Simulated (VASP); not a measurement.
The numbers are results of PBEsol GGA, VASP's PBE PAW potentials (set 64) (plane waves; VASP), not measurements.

VASP input:

File KPOINTS:
```
Regular mesh
0
gamma
  13 13 9
```

POSCAR:
```
TiAl
1
    2.8545980719     0.0000000000     0.0000000000
    0.0000000000     2.8545980719     0.0000000000
    0.0000000000     0.0000000000     4.1061119738
Ti Al
1 1
Direct
  0.0000000000   0.0000000000   0.0000000000
  0.5000000000   0.5000000000   0.5000000000
```

### INCAR
```
# general
SYSTEM =TiAl
PREC   =Accurate
ENCUT  =520   # plane-wave cut-off (eV)
LREAL  =F
LASPH  =T   # aspherical one-centre terms

# electronic loop
EDIFF  =1E-7   # SCF stop (eV)
NELM   =100
ALGO   =Normal   # blocked Davidson
LMAXMIX=4   # l cut-off of mixed one-centre charges

# smearing
ISMEAR =1
SIGMA  =0.1

# functional
GGA    =PS   # PBEsol

# ions
IBRION =2   # conjugate gradients
NSW    =30
ISIF   =4   # ions and shape, fixed volume
EDIFFG =-0.01

# output
LWAVE  =F
LCHARG =F
```

POTCAR, in this order: Ti_sv Al (PBE.64 set). Program: vasp_std.

Output of the run:

File OSZICAR:
```
       N       E                     dE             d eps       ncg     rms          rms(c)
DAV:   1     0.889100994415E+02    0.88910E+02   -0.74622E+03  3080   0.138E+03
DAV:   2    -0.890023731020E+01   -0.97810E+02   -0.95248E+02  3110   0.335E+02
DAV:   3    -0.147599348207E+02   -0.58597E+01   -0.55968E+01  5005   0.787E+01
DAV:   4    -0.149559303646E+02   -0.19600E+00   -0.19238E+00  3850   0.123E+01
DAV:   5    -0.149649699061E+02   -0.90395E-02   -0.90047E-02  4498   0.239E+00    0.976E+00
DAV:   6    -0.134082845914E+02    0.15567E+01   -0.13866E+01  3847   0.400E+01    0.349E+00
DAV:   7    -0.132312954718E+02    0.17699E+00   -0.14679E+00  3589   0.125E+01    0.183E+00
DAV:   8    -0.132111013806E+02    0.20194E-01   -0.18239E-01  3517   0.471E+00    0.550E-01
DAV:   9    -0.132086843580E+02    0.24170E-02   -0.34338E-02  3633   0.248E+00    0.255E-01
DAV:  10    -0.132085779284E+02    0.10643E-03   -0.22230E-03  3764   0.539E-01    0.629E-02
DAV:  11    -0.132085626993E+02    0.15229E-04   -0.58513E-04  4044   0.261E-01    0.476E-02
DAV:  12    -0.132085682481E+02   -0.55488E-05   -0.33532E-05  3593   0.621E-02    0.154E-02
DAV:  13    -0.132085673213E+02    0.92676E-06   -0.15976E-06  4330   0.127E-02    0.983E-03
DAV:  14    -0.132085673500E+02   -0.28625E-07   -0.12494E-06  3474   0.140E-02    0.140E-03
DAV:  15    -0.132085673734E+02   -0.23406E-07   -0.11555E-07  2197   0.360E-03
   1 F= -.13208567E+02 E0= -.13208457E+02  d E =-.132086E+02
```

File OUTCAR:
```
------------------------ aborting loop because EDIFF is reached ----------------------------------------
  FORCE on cell =-STRESS in cart. coord.  units (eV):
  Direction    XX          YY          ZZ          XY          YZ          ZX
  --------------------------------------------------------------------------------------
  Total       -1.3179361     -1.3179361     -1.2975176      0.0000000      0.0000000      0.0000000
  in kB      -63.1079680    -63.1079680    -62.1302514      0.0000000      0.0000000      0.0000000
  external PRESSURE =     -62.7820625 kB  Pullay stress =       0.0000000 kB
  volume of cell :       33.46
      direct lattice vectors                 reciprocal lattice vectors
     2.854598072  0.000000000  0.000000000     0.350312014  0.000000000  0.000000000
     0.000000000  2.854598072  0.000000000     0.000000000  0.350312014  0.000000000
     0.000000000  0.000000000  4.106111974     0.000000000  0.000000000  0.243539389
 POSITION                                       TOTAL-FORCE (eV/Angst)
 -----------------------------------------------------------------------------------
      0.00000      0.00000      0.00000         0.000000      0.000000      0.000000
      1.42730      1.42730      2.05306         0.000000      0.000000      0.000000
 -----------------------------------------------------------------------------------
    total drift:                                0.000000      0.000000      0.000000
  FREE ENERGIE OF THE ION-ELECTRON SYSTEM (eV)
  ---------------------------------------------------
  free  energy   TOTEN  =       -13.2085673734 eV

  energy  without entropy=      -13.2082360693  energy(sigma->0) =      -13.20845694

 reached required accuracy - stopping structural energy minimisation
```
(Selected blocks of OUTCAR.)

The compound is TiAl in the L1_0 structure. This cell is one point of a volume scan, at 1.06 of the reference volume. The electron count is odd and the run is not spin-polarised, which forces a metal.
